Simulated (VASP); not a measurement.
```
AlRu
1.0
    2.99000     0.00000     0.00000
    0.00000     2.99000     0.00000
    0.00000     0.00000     2.99000
Al Ru
1 1
Direct
  0.50000   0.50000   0.50000
  0.00000   0.00000   0.00000
```

All values below come from PBEsol GGA, VASP's PBE PAW potentials (set 64) (plane waves; VASP 6.6.1). Run with 480 eV cut-off, 11×11×11 Γ-centred mesh, first-order Methfessel-Paxton smearing of 0.10 eV, potentials Al Ru_pv.

Question: The ions, cell shape and volume are relaxed. Predict the relaxed structure.

Answer: 
```
AlRu
1.0
    2.97669     0.00000     0.00000
    0.00000     2.97669     0.00000
    0.00000     0.00000     2.97669
Al Ru
1 1
Direct
  0.50000   0.50000   0.50000
  0.00000   0.00000   0.00000
```
Space group Pm-3m (221), at a tolerance of 0.03 Å.

Question: How do energy and volume change from the first to the last step?

Answer: The energy (σ→0) changes by -1.6 meV/atom and the volume by -1.3 %, in 3 ionic steps.

The compound is RuAl in the CsCl type structure. This run relaxes it. Symmetry was kept, so distortions that lower it aren't found. The electron count is odd and the run is not spin-polarised, which forces a metal.
